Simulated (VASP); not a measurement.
# LiTlF2: structure and properties in VASP

Aim: relax LiTlF2, then compute properties on the relaxed cell. The steps: rough relaxation of the start cell, full relaxation (PBE), single point with fields (PBE), band structure (PBE), total and projected DOS (PBE), band structure (PBE + SOC) and optical spectrum (PBE). The cell is invented: other elements were put on sites of a known structure type. It may not be a known or stable phase.

Main program and level: VASP 6.6.1; PBE; plane waves and PAW (Li_sv, Tl_d, F), in the first sound run; inputs show where later runs differ.

## Step 1: The starting structure

Before any relaxation, the start is as follows. It takes space group R-3m (No. 166, trigonal). The conventional cell has a = 3.369 Å, b = 3.369 Å, c = 17.259 Å, α = 90.00°, β = 90.00°, γ = 120.00°. Nearest to Li lie 6 F at 2.64 Å. Nearest to Tl lie 6 F at 2.23 Å. F has 3 Tl at 2.23 Å nearest. Farther neighbours and most contacts between anions are not listed.

As a file:

```
Li Tl F
1.0
     1.68430    0.97243    5.75315
    -1.68430    0.97243    5.75315
     0.00000   -1.94486    5.75315
Li Tl F
1 1 2
Direct
  0.00000 0.00000 0.00000
  0.50000 0.50000 0.50000
  0.23000 0.23000 0.23000
  0.77000 0.77000 0.77000
```

## Step 2: Rough relaxation of the start cell

The start is only an estimate, so a cheap relaxation brings it near a minimum before any careful run. PBE, the usual starting point, adds the gradient of the density.

The input, INCAR:

```
SYSTEM = LiTlF2
PREC = Normal
ENCUT = 650
EDIFF = 1E-05
NELM = 60
ISMEAR = -1
SIGMA = 0.05
LREAL = .FALSE.
ALGO = Fast
GGA = PE
NBANDS = 21
LORBIT = 11
LWAVE = .FALSE.
LCHARG = .FALSE.
KPAR = 2
IBRION = 2
NSW = 40
ISIF = 3
EDIFFG = -0.04
```

The input, POSCAR:

```
LiTlF2
1.0
    1.6842998700      0.9724309800      5.7531536200
   -1.6842998700      0.9724309800      5.7531536200
    0.0000000000     -1.9448619700      5.7531536200
Li Tl F
1 1 2
Direct
    0.0000000000      0.0000000000      0.0000000000
    0.5000000000      0.5000000000      0.5000000000
    0.2300000000      0.2300000000      0.2300000000
    0.7700000000      0.7700000000      0.7700000000
```

The input, KPOINTS:

```
Automatic mesh
0
Gamma
6 6 6
0 0 0
```

Potentials, in the order of the species: Li_sv, Tl_d and F (PBE family, release 64).

Started as:

```console
$ mpirun -np 2 vasp_std
```

Output:

```text
[banner, memory and clock lines left out]
running    2 mpi-ranks, on    1 nodes
 distrk:  each k-point on    1 cores,    2 groups
 distr:  one band on    1 cores,    1 groups

 POSCAR found type information on POSCAR LiTlF
 POSCAR found :  3 types and       4 ions
 LDA part: xc-table for (Slater+PW92), standard interpolation
 POSCAR, INCAR and KPOINTS ok, starting setup
 FFT: planning ... GRIDC
 FFT: planning ... GRID_SOFT
 FFT: planning ... GRID
 WAVECAR not read
 entering main loop
       N       E                     dE             d eps       ncg     rms          rms(c)
DAV:   1     0.217790874298E+03    0.21779E+03   -0.18048E+04  1344   0.166E+03
DAV:   2    -0.863387987491E+00   -0.21865E+03   -0.20950E+03  1568   0.360E+02
DAV:   3    -0.130293627009E+02   -0.12166E+02   -0.11936E+02  1590   0.780E+01
DAV:   4    -0.135497149709E+02   -0.52035E+00   -0.51855E+00  1952   0.130E+01
DAV:   5    -0.135535081630E+02   -0.37932E-02   -0.37923E-02  1587   0.131E+00    0.143E+01
RMM:   6    -0.117787878555E+02    0.17747E+01   -0.57371E+00  1345   0.145E+01    0.998E+00
RMM:   7    -0.117541413781E+02    0.24646E-01   -0.22487E-01  1445   0.280E+00    0.599E+00
RMM:   8    -0.117409239017E+02    0.13217E-01   -0.74353E-02  1419   0.238E+00    0.553E-01
RMM:   9    -0.117392399552E+02    0.16839E-02   -0.15261E-02  1566   0.736E-01    0.889E-02
RMM:  10    -0.117398191999E+02   -0.57924E-03   -0.39642E-03  1670   0.314E-01    0.567E-02
RMM:  11    -0.117399521722E+02   -0.13297E-03   -0.88646E-04  1627   0.165E-01    0.980E-03
RMM:  12    -0.117399993899E+02   -0.47218E-04   -0.36568E-04  1503   0.979E-02    0.742E-03
RMM:  13    -0.117400216361E+02   -0.22246E-04   -0.14559E-04  1366   0.679E-02    0.135E-02
RMM:  14    -0.117400283380E+02   -0.67018E-05   -0.78413E-05  1287   0.511E-02
   1 F= -.11740028E+02 E0= -.11736813E+02  d E =-.117400E+02
 curvature:   0.00 expect dE= 0.000E+00 dE for cont linesearch  0.000E+00
 trial: gam= 0.00000 g(F)=  0.231E+01 g(S)=  0.678E+01 ort = 0.000E+00 (trialstep = 0.100E+01)
 search vector abs. value=  0.908E+01
 bond charge predicted
       N       E                     dE             d eps       ncg     rms          rms(c)
DAV:   1    -0.545287950155E+02   -0.42789E+02   -0.17848E+03  1359   0.347E+02    0.520E+01
RMM:   2    -0.217820977657E+02    0.32747E+02   -0.96936E+01  1376   0.775E+01    0.207E+01
RMM:   3    -0.160793309182E+02    0.57028E+01   -0.26206E+01  1393   0.394E+01    0.179E+01
RMM:   4    -0.160355323267E+02    0.43799E-01   -0.60487E+00  1436   0.185E+01    0.114E+01
RMM:   5    -0.155006682301E+02    0.53486E+00   -0.14047E+00  1534   0.894E+00    0.498E+00
RMM:   6    -0.151832802820E+02    0.31739E+00   -0.24074E+00  1522   0.967E+00    0.152E+00
RMM:   7    -0.151703458162E+02    0.12934E-01   -0.17564E-01  1659   0.286E+00    0.103E+00
RMM:   8    -0.151579451868E+02    0.12401E-01   -0.55842E-02  1684   0.166E+00    0.355E-01
RMM:   9    -0.151593183199E+02   -0.13731E-02   -0.31434E-02  1717   0.112E+00    0.543E-02
RMM:  10    -0.151613401523E+02   -0.20218E-02   -0.16709E-02  1812   0.690E-01    0.297E-02
RMM:  11    -0.151625906501E+02   -0.12505E-02   -0.95607E-03  1767   0.498E-01    0.857E-03
RMM:  12    -0.151633176857E+02   -0.72704E-03   -0.54584E-03  1700   0.372E-01    0.963E-03
RMM:  13    -0.151637384977E+02   -0.42081E-03   -0.31203E-03  1619   0.278E-01    0.742E-03
RMM:  14    -0.151639807758E+02   -0.24228E-03   -0.17789E-03  1652   0.212E-01    0.105E-02
RMM:  15    -0.151641165981E+02   -0.13582E-03   -0.99812E-04  1510   0.158E-01    0.916E-03
RMM:  16    -0.151641933213E+02   -0.76723E-04   -0.56762E-04  1455   0.121E-01    0.819E-03
RMM:  17    -0.151642366455E+02   -0.43324E-04   -0.31950E-04  1331   0.937E-02    0.790E-03
RMM:  18    -0.151642608438E+02   -0.24198E-04   -0.17967E-04  1220   0.753E-02    0.809E-03
RMM:  19    -0.151642744091E+02   -0.13565E-04   -0.10467E-04  1215   0.630E-02    0.776E-03
RMM:  20    -0.151642820171E+02   -0.76080E-05   -0.64153E-05  1237   0.546E-02
   2 F= -.15164282E+02 E0= -.15164282E+02  d E =-.342425E+01
[... from here on, the cycles between the ionic steps are left out ...]
   3 F= -.15170014E+02 E0= -.15170014E+02  d E =-.342999E+01
   4 F= -.15171741E+02 E0= -.15171741E+02  d E =-.343171E+01
   5 F= -.15369448E+02 E0= -.15369448E+02  d E =-.197707E+00
   6 F= -.15867546E+02 E0= -.15867546E+02  d E =-.695805E+00
   7 F= -.16188479E+02 E0= -.16188479E+02  d E =-.101674E+01
   8 F= -.16222224E+02 E0= -.16222224E+02  d E =-.105048E+01
   9 F= -.16229761E+02 E0= -.16229761E+02  d E =-.105802E+01
  10 F= -.16343979E+02 E0= -.16343979E+02  d E =-.114218E+00
  11 F= -.16369985E+02 E0= -.16369985E+02  d E =-.140223E+00
[...]
WARNING in EDDRMM: call to ZHEGV failed, returncode =   8  4      3
  12 F= -.16448955E+02 E0= -.16448955E+02  d E =-.789697E-01
  13 F= -.16449549E+02 E0= -.16449549E+02  d E =-.795639E-01
[...]
WARNING in EDDRMM: call to ZHEGV failed, returncode =   8  4      3
  14 F= -.16473632E+02 E0= -.16473632E+02  d E =-.240835E-01
  15 F= -.16473725E+02 E0= -.16473725E+02  d E =-.241767E-01
  16 F= -.16473707E+02 E0= -.16473707E+02  d E =-.241586E-01
  17 F= -.16473768E+02 E0= -.16473768E+02  d E =-.601276E-04
 trial-energy change:   -0.000060  1 .order   -0.000085   -0.001705    0.001535
 step:   1.5865(harm=  1.5865)  dis= 0.00332  next Energy=   -16.474156 (dE=-0.449E-03)
 bond charge predicted
       N       E                     dE             d eps       ncg     rms          rms(c)
DAV:   1    -0.164791150316E+02   -0.53557E-02   -0.26812E-01  1389   0.431E+00    0.521E-01
RMM:   2    -0.164747776090E+02    0.43374E-02   -0.14258E-02  1366   0.872E-01    0.157E-01
RMM:   3    -0.164742656281E+02    0.51198E-03   -0.14239E-03  1437   0.305E-01    0.940E-02
RMM:   4    -0.164741635954E+02    0.10203E-03   -0.35675E-04  1519   0.147E-01    0.573E-02
RMM:   5    -0.164741537552E+02    0.98402E-05   -0.79186E-05  1408   0.701E-02
  18 F= -.16474154E+02 E0= -.16474154E+02  d E =-.446369E-03
 curvature:  -0.83 expect dE=-0.404E-04 dE for cont linesearch -0.109E-05
 trial: gam= 0.10789 g(F)=  0.165E-04 g(S)=  0.322E-04 ort =-0.279E-04 (trialstep = 0.273E+01)
 search vector abs. value=  0.495E-04
 reached required accuracy - stopping structural energy minimisation
```

It took 9.2 min on 2 MPI ranks of AMD EPYC 7R43, shared host; peak memory 0.54 GiB; 18 min of CPU time.

The logs omit lines about the potential files and the build; timing stands in the text.

From OUTCAR (step 2):

```text
ion  position               nearest neighbor table
   1  0.000  0.000  0.000-
   2  0.500  0.500  0.500-   3 2.23   3 2.23   4 2.23   4 2.23   3 2.23   4 2.23
   3  0.230  0.230  0.230-   2 2.23   2 2.23   2 2.23
   4  0.770  0.770  0.770-   2 2.23   2 2.23   2 2.23

  LATTYP: Found a trigonal (rhomboedric) cell.
 ALAT       =     6.0729947010
 COS(alpha) =     0.8461622138

 Subroutine GETGRP returns: Found 12 space group operations
 (whereof 12 operations were pure point group operations)

The static configuration has the point symmetry D_3d.

 Found     32 irreducible k-points:

   k-points           NKPTS =     32   k-points in BZ     NKDIM =     32   number of bands    NBANDS=     21

   dimension x,y,z NGX =    40 NGY =   40 NGZ =   40
   dimension x,y,z NGXF=    80 NGYF=   80 NGZF=   80

   ENCUT  =  650.0 eV  47.77 Ry    6.91 a.u.  12.62 12.62 12.62*2*pi/ulx,y,z

   NELECT =      30.0000    total number of electrons

 k-points in reciprocal lattice and weights: Automatic mesh
   0.00000000  0.00000000  0.00000000       0.005
   0.16666667 -0.00000000  0.00000000       0.028
   0.33333333 -0.00000000  0.00000000       0.028
   0.50000000  0.00000000  0.00000000       0.014
   0.16666667  0.16666667  0.00000000       0.028
   0.33333333  0.16666667  0.00000000       0.056
   0.50000000  0.16666667 -0.00000000       0.056
  -0.33333333  0.16666667  0.00000000       0.056
  -0.16666667  0.16666667  0.00000000       0.028
[...]
-0.33333333  0.50000000  0.33333333       0.028
   0.50000000  0.50000000  0.50000000       0.005

 average (electrostatic) potential at core
       1 -60.3031       2 -85.9140       3 -75.2412       4 -75.2412

 E-fermi :   2.6590

 k-point     1 :       0.0000    0.0000    0.0000
  band No.  band energies     occupation
    ...
     11       0.0647      2.00000
     12       0.0647      2.00000
     13       0.1208      2.00000
     14       0.1764      2.00000
     15       0.1764      2.00000
     16       6.2282      0.00000
     17      10.2583      0.00000
     18      14.1366      0.00000
     19      14.1366      0.00000
     20      14.5681      0.00000
    ...

 k-point     2 :       0.1667   -0.0000    0.0000
  band No.  band energies     occupation
    ...
     11      -0.4819      2.00000
     12      -0.0512      2.00000
     13       0.1241      2.00000
     14       0.1663      2.00000
     15       0.7473      2.00000
     16       6.8089      0.00000
     17      10.6443      0.00000
     18      10.8245      0.00000
     19      13.1222      0.00000
     20      14.6243      0.00000
    ...

 k-point     3 :       0.3333   -0.0000    0.0000
  band No.  band energies     occupation
    ...
     11      -0.9747      2.00000
     12      -0.2237      2.00000
     13       0.0069      2.00000
     14       0.0861      2.00000
     15       1.2395      2.00000
     16       6.1820      0.00000
     17       8.2368      0.00000
     18      11.4410      0.00000
     19      11.7925      0.00000
     20      13.1810      0.00000
    ...

  Total        0.0339147      0.0339147     -0.0191200     -0.0000000      0.0000000      0.0000000
  in kB        0.9297601      0.9297601     -0.5241669     -0.0000000      0.0000000      0.0000000
  external PRESSURE =       0.4451178 kB  Pullay stress =       0.0000000 kB

  energy-cutoff  :      650.00
  volume of cell :       58.44
      direct lattice vectors                 reciprocal lattice vectors
     1.663054094  0.960164726  6.099925148     0.300651676  0.173581326  0.054645479
    -1.663054094  0.960164726  6.099925148    -0.300651676  0.173581326  0.054645479
    -0.000000000 -1.920329461  6.099925148     0.000000000 -0.347162652  0.054645479

 POSITION                                       TOTAL-FORCE (eV/Angst)
 -----------------------------------------------------------------------------------
      0.00000      0.00000      0.00000         0.000000      0.000000      0.000000
     -0.00000     -0.00000      9.14989        -0.000000      0.000000      0.000000
     -0.00000     -0.00000      5.01812        -0.000000     -0.000000      0.013075
     -0.00000     -0.00000     13.28165         0.000000      0.000000     -0.013075
 -----------------------------------------------------------------------------------
    total drift:                                0.000000      0.000000     -0.000000

  FREE ENERGIE OF THE ION-ELECTRON SYSTEM (eV)
  ---------------------------------------------------
  free  energy   TOTEN  =       -16.4741537552 eV

  energy  without entropy=      -16.4741537535  energy(sigma->0) =      -16.47415375

 reached required accuracy - stopping structural energy minimisation

 total charge
# of ion       s       p       d       tot
------------------------------------------
    1        2.003   0.027   0.000   2.030
    2        1.280   0.177   9.685  11.142
    3        1.732   4.328   0.000   6.060
    4        1.732   4.328   0.000   6.060
--------------------------------------------------
tot          6.747   8.861   9.685  25.293

[... 3 further parts left out ...]
```

CONTCAR:

```
LiTlF2
   1.00000000000000
     1.6630540943356518    0.9601647256424009    6.0999251476848420
    -1.6630540943356518    0.9601647256424009    6.0999251476848420
    -0.0000000000000000   -1.9203294614645758    6.0999251476828311
  Li              Tl              F
     1     1     2
Direct
     0.0000000000000000    0.0000000000000000    0.0000000000000000
     0.5000000000000000    0.5000000000000000    0.5000000000000000
     0.2742177850864359    0.2742177850864359    0.2742177850915359
     0.7257822149135642    0.7257822149135642    0.7257822149084642
```

The gap is read on the k-mesh alone, so it is an upper bound where the band edges lie off the mesh. This relaxation is a rough one on cheap settings, only to bring the start near its minimum. The run keeps the 12 symmetry operations of its start, so it cannot find a distortion of lower symmetry.

Step by step:

```
step  energy less that of the first step (eV)  largest force (eV/Å)  pressure (GPa)  volume (Å³)
   1                                   0.0000                4.8899           37.05        56.54
   2                                  -3.4243                1.0705           -3.50        87.48
   3                                  -3.4300                1.2623           -2.25        84.37
   4                                  -3.4317                1.2194           -2.49        85.00
   5                                  -3.6294                1.1580           -2.44        82.03
   6                                  -4.1275                0.8915           -2.13        73.53
   7                                  -4.4485                0.2064            1.71        58.25
   8                                  -4.4822                0.3013           -0.15        62.63
   9                                  -4.4897                0.1646            0.29        61.23
  10                                  -4.6040                0.2281           -0.44        60.33
  11                                  -4.6300                0.5760           -0.95        59.53
  12                                  -4.7089                0.3550            0.86        56.71
  13                                  -4.7095                0.3290            1.06        56.39
  14                                  -4.7336                0.0488           -0.14        58.48
  15                                  -4.7337                0.0335           -0.17        58.62
  16                                  -4.7337                0.0251           -0.25        58.69
  17                                  -4.7337                0.0500            0.26        58.22
  18                                  -4.7341                0.0131            0.04        58.44
```

```
conventional cell, symmetrised  before   after  change
                         a (Å)   3.369   3.326  -1.3 %
                         b (Å)   3.369   3.326  -1.3 %
                         c (Å)  17.259  18.300  +6.0 %
              volume (Å³/atom)   14.13   14.61  +3.4 %
```

The atoms that moved most (Å, as changes of fractional coordinates times the final cell):

```
atom     dx     dy      dz  length
  F4  0.000  0.000  -0.809   0.809
  F3  0.000  0.000   0.809   0.809
```

Final coordinates:

```
Li Tl F
1.0
     1.66305    0.96016    6.09993
    -1.66305    0.96016    6.09993
     0.00000   -1.92033    6.09993
Li Tl F
1 1 2
Direct
  0.00000 0.00000 0.00000
  0.50000 0.50000 0.50000
  0.27422 0.27422 0.27422
  0.72578 0.72578 0.72578
```

This step gave:

- electrons: 30
- bands: 21
- irreducible k-points: 32
- symmetry operations: 12
- free energy (TOTEN): -16.47 eV
- Fermi energy: 2.659 eV
- pressure: 0.04451 GPa
- metallic: no
- valence top at k: -0.1667, 0.5, 0.1667
- conduction bottom at k: 0.5, 0.5, 0
- least direct gap at k: -0.3333, -0.3333, 0.1667
- SCF cycles over all ionic steps: 194
- gap on the k-mesh: 1.817 eV
- least direct gap on the k-mesh: 2.286 eV

It ends with a largest force of 0.013 eV/Å and a pressure of 0.04 GPa.

(Part 1 of 5 ends here.)

[Lines on the potential files, build, host, timing and source positions are cut from VASP's logs without a mark.]

[Logs are printed without paths, hosts, clocks, repeated set-up lines and the standing remarks that a program may print on its own settings, such as how far it seeks lower states.]

[Hosts, paths, dates, database ids (printed as entryN), source tags and the programs' standing remarks are cut or masked in the printed files.]

[A measured line is paired with the nearest computed mode of its activity, which favours agreement.]
